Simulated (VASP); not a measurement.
OSZICAR of a VASP run on C (diamond):

File OSZICAR:
```
       N       E                     dE             d eps       ncg     rms          rms(c)
DAV:   1    -0.109479948181E+01   -0.10948E+01   -0.49866E+03   936   0.983E+02
DAV:   2    -0.170731852478E+02   -0.15978E+02   -0.15619E+02  1440   0.108E+02
DAV:   3    -0.171659288365E+02   -0.92744E-01   -0.92744E-01   912   0.106E+01
DAV:   4    -0.171660679818E+02   -0.13915E-03   -0.13915E-03  1280   0.444E-01
DAV:   5    -0.171660680236E+02   -0.41816E-07   -0.41816E-07   936   0.552E-03    0.559E+00
DAV:   6    -0.166688240254E+02    0.49724E+00   -0.40021E-01   928   0.501E+00    0.333E+00
DAV:   7    -0.164957416364E+02    0.17308E+00   -0.47320E-01  1072   0.547E+00    0.738E-01
DAV:   8    -0.164963214607E+02   -0.57982E-03   -0.17254E-03   920   0.504E-01    0.306E-02
DAV:   9    -0.164963415465E+02   -0.20086E-04   -0.15171E-05  1272   0.502E-02    0.300E-02
DAV:  10    -0.164963470407E+02   -0.54942E-05   -0.47974E-06   936   0.267E-02    0.554E-03
DAV:  11    -0.164963469856E+02    0.55117E-07   -0.10215E-07   520   0.302E-03
   1 F= -.16496347E+02 E0= -.16496347E+02  d E =-.164963E+02
       N       E                     dE             d eps       ncg     rms          rms(c)
DAV:   1    -0.164963706922E+02   -0.23652E-04   -0.24197E-03  1056   0.510E-01    0.437E-02
DAV:   2    -0.164963452220E+02    0.25470E-04   -0.22557E-05   984   0.449E-02    0.227E-02
DAV:   3    -0.164963333220E+02    0.11900E-04   -0.22522E-05   968   0.368E-02    0.336E-03
DAV:   4    -0.164963331084E+02    0.21364E-06   -0.48186E-08   488   0.295E-03
   2 F= -.16496333E+02 E0= -.16496333E+02  d E =0.138772E-04
       N       E                     dE             d eps       ncg     rms          rms(c)
DAV:   1    -0.164963810654E+02   -0.47743E-04   -0.73993E-04  1072   0.282E-01    0.242E-02
DAV:   2    -0.164963726516E+02    0.84139E-05   -0.68871E-06   984   0.248E-02    0.126E-02
DAV:   3    -0.164963704446E+02    0.22069E-05   -0.68839E-06   976   0.203E-02    0.186E-03
DAV:   4    -0.164963705252E+02   -0.80614E-07   -0.14647E-08   448   0.163E-03
   3 F= -.16496371E+02 E0= -.16496371E+02  d E =-.235396E-04
```

Question: Which electronic solver shows in the log?

Answer: It is blocked Davidson (ALGO = Normal, or the opening steps of other solvers). The INCAR had ALGO = Normal.

Question: Can the final energy be trusted as converged?

Answer: The run converged. It stopped with EDIFF = 1E-6, NELM = 100, NSW = 60 and EDIFFG = -0.01 after 3 ionic steps (rev-vdW-DF2, plane waves, VASP's PBE PAW potentials (set 64)).

The compound is C in the diamond structure. This run relaxes it. Symmetry was kept, so distortions that lower it aren't found.
